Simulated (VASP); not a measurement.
Level of theory: PBEsol GGA, VASP's PBE PAW potentials (set 64) (plane waves; VASP).

A VASP calculation is set up with these files.

### INCAR
```
PREC=Accurate
EDIFF=1E-8   ! SCF stop (eV)
SIGMA=0.01   ! width (eV)
GGA=PS   ! PBEsol
NSW=1   ! most ionic steps
LCHARG=.FALSE.
ISMEAR=0
ALGO=Normal   ! blocked Davidson
IBRION=8   ! DFPT with symmetry
ENCUT=520
LWAVE=.FALSE.
LMAXMIX=4   ! l cut-off of mixed one-centre charges
NELM=100   ! most electronic steps
LREAL=.FALSE.   ! projection in real space or not
LASPH=.TRUE.   ! aspherical one-centre terms
LEPSILON=.TRUE.
SYSTEM=CsCaF3
```

POSCAR:
```
CsCaF3
1.0
  4.5006041192   0.0000000000   0.0000000000
  0.0000000000   4.5006041192   0.0000000000
  0.0000000000   0.0000000000   4.5006041192
Cs Ca F
1 1 3
Direct
  0.0000000000   0.0000000000   0.0000000000
  0.5000000000   0.5000000000   0.5000000000
  0.0000000000   0.5000000000   0.5000000000
  0.5000000000   0.0000000000   0.5000000000
  0.5000000000   0.5000000000   0.0000000000
```

**KPOINTS**
```
Regular mesh
0
G
 5 5 5
0 0 0
```

POTCAR, in this order: Cs_sv Ca_sv F (PBE.64 set). Program: vasp_std.

Output of the run:

OUTCAR:
```


 HEAD OF MICROSCOPIC STATIC DIELECTRIC TENSOR (INDEPENDENT PARTICLE, excluding Hartree and local field effects)
 ------------------------------------------------------
           2.551563    -0.000000     0.000000
          -0.000000     2.551563     0.000000
          -0.000000    -0.000000     2.551563
 ------------------------------------------------------

 MACROSCOPIC STATIC DIELECTRIC TENSOR (including local field effects in DFT)
 ------------------------------------------------------
           2.396478     0.000000     0.000000
           0.000000     2.396478     0.000000
           0.000000     0.000000     2.396478
 ------------------------------------------------------

 PIEZOELECTRIC TENSOR (including local field effects)  for field in x, y, z        (e  Angst)
          XX          YY          ZZ          XY          YZ          ZX
  --------------------------------------------------------------------------------
  x     0.00000     0.00000     0.00000     0.00000     0.00000     0.00000
  y     0.00000     0.00000     0.00000     0.00000     0.00000     0.00000
  z     0.00000     0.00000     0.00000     0.00000     0.00000     0.00000

 PIEZOELECTRIC TENSOR (including local field effects)  for field in x, y, z        (C/m^2)
          XX          YY          ZZ          XY          YZ          ZX
  --------------------------------------------------------------------------------
  x     0.00000     0.00000     0.00000     0.00000     0.00000     0.00000
  y     0.00000     0.00000     0.00000     0.00000     0.00000     0.00000
  z     0.00000     0.00000     0.00000     0.00000     0.00000     0.00000

 BORN EFFECTIVE CHARGES (including local field effects) (in |e|, cummulative output)
 ---------------------------------------------------------------------------------
 ion    1
    1     1.33461    -0.00000    -0.00000
    2    -0.00000     1.33461    -0.00000
    3    -0.00000    -0.00000     1.33461
 ion    2
    1     2.43245    -0.00000     0.00000
    2    -0.00000     2.43245    -0.00000
    3     0.00000     0.00000     2.43245
 ion    3
    1    -1.60079    -0.00000    -0.00000
    2     0.00000    -1.08313     0.00000
    3    -0.00000    -0.00000    -1.08313
 ion    4
    1    -1.08313    -0.00000    -0.00000
    2    -0.00000    -1.60079    -0.00000
    3    -0.00000    -0.00000    -1.08313
 ion    5
    1    -1.08313     0.00000     0.00000
    2     0.00000    -1.08313     0.00000
    3     0.00000     0.00000    -1.60079
```
(Selected blocks of OUTCAR.)

The structure comes from a computed database's CsCaF3 entry (Pm-3m); how it stands against other phases isn't given here. It was relaxed first.
